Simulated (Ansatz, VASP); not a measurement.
# Cross-check of InAs between VASP and Ansatz, part 2 of 2

One calculation is typed for both programs; each brings its own data sets. How far apart do they land? The cell is taken from a series of runs on this material, whose earlier steps may have relaxed, scaled, displaced or heated it; both programs get it as it stands.

VASP 6.6.1 and Ansatz 0.2.0.

So far: The starting structure; VASP: zone-centre phonons, LDA.

## Step 2: VASP: zone-centre phonons, LDA (continued)

Level of this step: LDA; plane waves and PAW (As, In_d) (VASP).

Numbers of over 12 decimals in the logs are rounded to 6 here.

Parts of OUTCAR (step 2):

```text
ion  position               nearest neighbor table
   1  0.749  0.749  0.751-   2 2.60   2 2.60   2 2.61   2 2.61
   2  0.001  0.001  0.999-   1 2.60   1 2.60   1 2.61   1 2.61

  LATTYP: Found a body centered orthorhombic cell.
 ALAT       =     4.2181201265
 B/A-ratio  =     1.0103910048
 C/A-ratio  =     1.4363157231

 Subroutine GETGRP returns: Found  2 space group operations
 (whereof  2 operations were pure point group operations)

The static configuration has the point symmetry C_1h.

   k-points           NKPTS =   1728   k-points in BZ     NKDIM =   1728   number of bands    NBANDS=     15

   dimension x,y,z NGX =    32 NGY =   32 NGZ =   32
   dimension x,y,z NGXF=    64 NGYF=   64 NGZF=   64

   ENCUT  =  500.0 eV  36.75 Ry    6.06 a.u.   7.77  7.77  7.69*2*pi/ulx,y,z

   NELECT =      18.0000    total number of electrons

 k-points in reciprocal lattice and weights: Points of the shifted mesh
   0.04166667  0.04166667  0.04166667       0.001
   0.04166667  0.04166667  0.12500000       0.001
   0.04166667  0.04166667  0.20833333       0.001
   0.04166667  0.04166667  0.29166667       0.001
   0.04166667  0.04166667  0.37500000       0.001
   0.04166667  0.04166667  0.45833333       0.001
   0.04166667  0.04166667  0.54166667       0.001
   0.04166667  0.04166667  0.62500000       0.001
   0.04166667  0.04166667  0.70833333       0.001
[...]
0.95833333  0.95833333  0.87500000       0.001
   0.95833333  0.95833333  0.95833333       0.001

 average (electrostatic) potential at core
       1 -52.9764       2 -95.9794

  Total        0.1888783      0.1888783      0.0583762      0.1335425     -0.0020339     -0.0020338
  in kB        5.5568203      5.5568203      1.7174346      3.9288345     -0.0598381     -0.0598354
  external PRESSURE =       4.2770250 kB  Pullay stress =       0.0000000 kB

  energy-cutoff  :      500.00
  volume of cell :       54.46
      direct lattice vectors                 reciprocal lattice vectors
    -0.015496424  2.998157770  3.029276130    -0.165911537  0.165911537  0.165055934
     2.998157770 -0.015496424  3.029276130     0.165911537 -0.165911537  0.165055934
     2.982661345  2.982661345  0.000000000     0.167635525  0.167635525 -0.165055934

 POSITION                                       TOTAL-FORCE (eV/Angst)
 -----------------------------------------------------------------------------------
      4.47392      4.47392      4.53850         0.000050      0.000050     -0.000938
      2.98273      2.98273      0.00542        -0.000050     -0.000050      0.000938
 -----------------------------------------------------------------------------------
    total drift:                                0.000003      0.000003      0.000167

 Eigenvectors and eigenvalues of the dynamical matrix
 ----------------------------------------------------

   1 f  =    6.532068 THz    41.042192 2PiTHz  217.886327 cm-1    27.014449 meV
             X         Y         Z           dx          dy          dz
      4.473922  4.473922  4.538497     0.076091    0.076091    0.771060
      2.982732  2.982732  0.005417    -0.061397   -0.061397   -0.621569

   2 f  =    6.523239 THz    40.986721 2PiTHz  217.591839 cm-1    26.977938 meV
             X         Y         Z           dx          dy          dz
      4.473922  4.473922  4.538497     0.545042    0.545042   -0.107654
      2.982732  2.982732  0.005417    -0.439739   -0.439739    0.086773

   3 f  =    6.484365 THz    40.742464 2PiTHz  216.295119 cm-1    26.817165 meV
             X         Y         Z           dx          dy          dz
      4.473922  4.473922  4.538497     0.550537   -0.550537    0.000000
      2.982732  2.982732  0.005417    -0.443745    0.443745   -0.000000

   4 f/i=    0.003892 THz     0.024456 2PiTHz    0.129835 cm-1     0.016098 meV
             X         Y         Z           dx          dy          dz
      4.473922  4.473922  4.538497    -0.443943   -0.443943   -0.010436
      2.982732  2.982732  0.005417    -0.550252   -0.550252   -0.012935

   5 f/i=    0.006581 THz     0.041348 2PiTHz    0.219511 cm-1     0.027216 meV
             X         Y         Z           dx          dy          dz
      4.473922  4.473922  4.538497     0.007376    0.007376   -0.627510
      2.982732  2.982732  0.005417     0.009150    0.009150   -0.778431

   6 f/i=    0.006925 THz     0.043508 2PiTHz    0.230978 cm-1     0.028638 meV
             X         Y         Z           dx          dy          dz
      4.473922  4.473922  4.538497     0.443745   -0.443745   -0.000000
      2.982732  2.982732  0.005417     0.550537   -0.550537   -0.000000

 ELASTIC MODULI CONTR FROM IONIC RELAXATION (kBar)
 Direction    XX          YY          ZZ          XY          YZ          ZX
 --------------------------------------------------------------------------------
 XX          -0.0968     -0.0962     -0.1670     -4.9458      0.9231     -0.1707
 YY          -0.0962     -0.0968     -0.1670     -4.9987      0.5588      0.2470
 ZZ          -0.1670     -0.1670     -0.2935     -8.7227      0.4884     -0.6447
 XY          -4.9458     -4.9987     -8.7227   -261.5476      1.4801      1.3853
 YZ           0.9231      0.5588      0.4884      1.4801   -263.3092     -8.5841
 ZX          -0.1707      0.2470     -0.6447      1.3853     -8.5841   -262.0729
 --------------------------------------------------------------------------------
```

## Step 3: Ansatz: zone-centre phonons, LDA

Ansatz runs on its PAW soft_1 files.

The same cell, functional (in two slightly different forms), mesh and smearing now go to Ansatz, which takes its cutoff from its data sets.

Contents of input.yaml:

```yaml
crystal:
  lattice:
    - [-0.0154964242, 2.9981577695, 3.0292761298]
    - [2.9981577695, -0.0154964242, 3.0292761298]
    - [2.9826613453, 2.9826613453, 0.0]
  atoms:
    - { symbol: As, position: [0.749105846, 0.749105846, 0.750870602] }
    - { symbol: In, position: [0.000894154, 0.000894154, -0.000870602] }
kpoints:
  mp_grid: { grid: [12, 12, 12], shift: [0.5, 0.5, 0.5] }
hamiltonian:
  xc: lda
  pseudopotentials: { kind: paw, azcp: { folder: soft_1 }, xc_functional: pbe }
scf:
  occupations: { method: gaussian, width: 0.015 }
output:
  eigenvalues: true
phonons:
  method: dfpt
```

The run is started by

```sh
$ ansatz run input.yaml --threads 4 --pin off --max-ram 10240MiB --backend cpu --events-out ev --progress --plain --runs-dir out
```

Output:

```text
Engine: ansatz 0.2.0, aarch64-unknown-linux-gnu
Pseudopotentials: kind: paw
Pseudopotential: As, paw, valence charge 15, recommended cutoff 420 eV (normal), soft_1/As.paw.azcp
Pseudopotential: In, paw, valence charge 13, recommended cutoff 420 eV (normal), soft_1/In.paw.azcp
Functional definition: SPW92
  exchange = slater_x
  correlation = pw_c
Crystal: 2 atoms, lattice volume = 54.459 Å³
Basis set: ecut = 420 eV, 1063 PW (Γ), exchange–correlation on 60×60×60 points (8 copies of the dense FFT grid, shifted against one another)
Bands: 18, of which v1, the nominal top of the filled ones, is band 14 counted from 1 (13 counted from 0)
Symmetry: 2 space group operations
k-points: 864 of 1728 (irreducible under 1 space group operation, time reversal used)
Non-local potential: As, projectors of the file, l = 0: 2, l = 1: 2, l = 2: 3, l = 3: 1
Non-local potential: In, projectors of the file, l = 0: 2, l = 1: 2, l = 2: 2, l = 3: 1
PAW form: soft (Blöchl's): semilocal exchange-correlation on the pseudo side does not see the compensation charge
PAW frozen core: As, regenerated for the run's functional, and the local potential with it (the file was generated under x = pbe(κ = 0.804, μ = 0.219515), c = pbe(β = 0.066725))
PAW frozen core: In, regenerated for the run's functional, and the local potential with it (the file was generated under x = pbe(κ = 0.804, μ = 0.219515), c = pbe(β = 0.066725))
PAW one-centre angular grid: As, 590 points (default); XC on 64 Gauss nodes
PAW one-centre angular grid: In, 590 points (default); XC on 64 Gauss nodes
Initial density: superposition of atomic densities (chi_scale 0.1, normalization cell, long waves kept (reshape's long-wave potential 0.00 eV rms))
Initial wavefunctions: pseudopotential atomic-orbital guess
Functional: x = slater, c = lda
SCF iter   1: F=—  HF=-10231.429217 eV  |F-HF|=—  |Δ(HF+E_count)|=         —  Δρ=2.82e-2  dr2=3.84e-1  ethr=3.10e-3  ⟨swp⟩=6.0  Hψ=78252  notcnv=0
preconditioner: auto → none  [insulator: Δε(μ)=0.455 eV  Ē_g=14.727 eV  σ=0.015 eV  W_gap=1.00  n_scr=14 (ndim 8)  ℏωp=21.3 eV  f_vac=0.006  D(μ)=0.00/eV (n_scr^D=0)  ε∞_Penn≈3.1]
SCF iter   2: F=—  HF=-10231.319552 eV  |F-HF|=—  |Δ(HF+E_count)|=   1.10e-1  Δρ=1.26e-2  dr2=6.38e-2  ethr=1.37e-3  ⟨swp⟩=2.0  Hψ=25920  notcnv=0
SCF iter   3: F=—  HF=-10231.304798 eV  |F-HF|=—  |Δ(HF+E_count)|=   1.48e-2  Δρ=2.56e-3  dr2=7.88e-3  ethr=2.28e-4  ⟨swp⟩=2.9  Hψ=29250  notcnv=0
SCF iter   4: F=—  HF=-10231.301399 eV  |F-HF|=—  |Δ(HF+E_count)|=   3.40e-3  Δρ=6.83e-4  dr2=1.20e-4  ethr=2.81e-5  ⟨swp⟩=3.0  Hψ=34014  notcnv=0
SCF iter   5: F=—  HF=-10231.301424 eV  |F-HF|=—  |Δ(HF+E_count)|=   2.49e-5  Δρ=1.79e-4  dr2=5.80e-6  ethr=4.30e-7  ⟨swp⟩=3.0  Hψ=31035  notcnv=0
SCF iter   6: F=—  HF=-10231.301431 eV  |F-HF|=—  |Δ(HF+E_count)|=   6.34e-6  Δρ=1.49e-5  dr2=7.01e-8  ethr=2.07e-8  ⟨swp⟩=2.0  Hψ=27523  notcnv=0
SCF iter   7: F=—  HF=-10231.301430 eV  |F-HF|=—  |Δ(HF+E_count)|=   5.89e-7  Δρ=4.84e-6  dr2=1.48e-8  ethr=2.50e-10  ⟨swp⟩=2.0  Hψ=27648  notcnv=0
SCF iter   8: F=—  HF=-10231.301430 eV  |F-HF|=—  |Δ(HF+E_count)|=   6.63e-9  Δρ=5.65e-7  dr2=7.30e-11  ethr=5.30e-11  ⟨swp⟩=2.0  Hψ=23328  notcnv=0
SCF iter   9: F=-10231.301430 eV  HF=-10231.301430 eV  |F-HF|=7.28e-12  |Δ(HF+E_count)|=  7.28e-12  Δρ=1.05e-7  dr2=3.73e-12  ethr=1.00e-12  ⟨swp⟩=6.0  Hψ=69661  notcnv=0
SCF 1 converged in 9 iterations: F = -10231.301430 eV  dr2 = 3.73e-12
  greatest PAW one-centre occupation: 0.999 electrons in one spin orbital (limit 2), on the As atom at site 0 (counted from 0), in its partial waves of l = 2
DFPT response loops at Γ: preconditioner auto → none (the input reference at scf.mixing.eps_inf says where Resta's filter doesn't serve); β = 0.50; Broyden in place of MSR1
SCF converged after 9 iterations
Free energy (F): -10231.301430 eV
Harris-Foulkes:  -10231.301430 eV  (|F-HF|=7.28e-12)
Internal energy: -10231.301430 eV  (E = F + TS)
E sigma→0 (E₀):  -10231.301430 eV
Fermi energy:    7.721088 eV
--- Per-component energies (eV) ---
  E_band       = -322.502325
  E_kinetic    = 318.753374
  E_local      = -3465.864588  (includes V_loc(G=0)·N_el)
  E_nonlocal   = -59.458253
  E_hartree    = 1723.112644
  E_xc         = -212.461262
  E_vxc        = -164.841713  (∫ρ·V_xc dr)
  E_paw        = -6001.870184  (= ΣΔE_a)
  E_vpaw       = -397.316407  (= ΣTr[D̂ρ^β])
  E_aug_tail   = 0.000080  (compensation charges beyond the density's cutoff)
  E_ewald      = -2535.873005
  E_core_change = 2.359764  (= ΣΔE_core)
  E_smearing   = -0.000000  (= −TS)
  E_closure    = 0.000000  (closes the sum)
  Σ components = -10231.301430   (vs F -10231.301430, Δ=0.00e0)
--- Band table (eV; the first three rows and the last of 864) ---
  k-point 0: bands = [... 10 lower, -4.4575, 6.7945, 7.5147, 7.5261, 7.9161, 11.3806, 11.4276, 11.4691]
  k-point 1: bands = [... 10 lower, -4.3558, 5.9373, 7.2387, 7.4678, 8.5100, 11.3483, 11.4733, 11.8507]
  k-point 2: bands = [... 10 lower, -4.1149, 4.7466, 6.9352, 7.2647, 8.8165, 11.6391, 11.7697, 12.3197]
  k-point 863: bands = [... 10 lower, -2.9622, 1.6457, 6.4053, 6.5206, 8.5918, 12.1440, 12.2702, 14.3661]
--- Phonons (Γ-DFPT): 4 representative perturbations + reference, on 864 of 1728 k-points (Σ response iterations 12) ---
  k mesh reduced under 1 symmetry operation, with k and −k counted as one. Each operation leaves every solved perturbation unchanged. A smaller set is not used because it would not reduce the number of displacements times k-points to solve
  ASR residual: 7.414e-5 → 0.000e0 eV/Å²; symmetrization residual: 1.871e-5 eV/Å²
  ASR residual per site (eV/Å²): 7.41e-5 2.91e-5
  Γ frequencies (cm⁻¹): 0.00 0.00 0.00 215.47 216.73 217.08
  non-analytic LO–TO correction: not included (Born effective charges unavailable; polar crystals: no LO–TO splitting at Γ)
```

In the SCF lines HF is the Harris–Foulkes energy and dr2 the Hartree energy of the density residual, in eV; the loop may stop once dr2 is under the threshold and the program's other checks hold. Hψ counts applications of the Hamiltonian.

## Step 4: Comparison

Known differences besides the potentials themselves: the two LDA forms differ slightly; the data sets hold 28 valence electrons in Ansatz (on its PAW soft_1 files) and 18 in VASP; the cutoff is 420 eV in Ansatz and 500 eV in VASP; VASP's log shows a relativistic correction to its local exchange, Ansatz's none. Total energies have different zeros and are not compared.

The two programs side by side:

```
             quantity  Ansatz   VASP  difference
optical mode 1 (cm⁻¹)   215.5  216.3     -0.38 %
optical mode 2 (cm⁻¹)   216.7  217.6     -0.40 %
optical mode 3 (cm⁻¹)   217.1  217.9     -0.37 %
```

Modes are paired by rising frequency, not by their patterns, so a pair may set unlike modes beside each other; they are those without the splitting of longitudinal modes.

## Step 5: Summary of results

| Item | Value |
| --- | --- |
| r.m.s. difference of the optical zone-centre modes, each program's sorted by frequency (zone-centre phonons, LDA) | 0.83 cm⁻¹ |

What this shows: The r.m.s. difference of the optical zone-centre modes, each program's sorted by frequency is 0.83 cm⁻¹ (zone-centre phonons, LDA). The data sets hold unlike numbers of valence electrons (28 in Ansatz and 18 in VASP), so part of the differences comes from the potentials. Such differences can come from data sets, numerical settings and the points named under the comparisons, not from the functional's error against experiment.

[Lines on the potential files, build, host, timing and source positions are cut from VASP's logs without a mark.]

[Logs are printed without paths, hosts, clocks, repeated set-up lines and the standing remarks that a program may print on its own settings, such as how far it seeks lower states.]

[Hosts, paths, dates, database ids (printed as entryN), source tags and the programs' standing remarks are cut or masked in the printed files.]
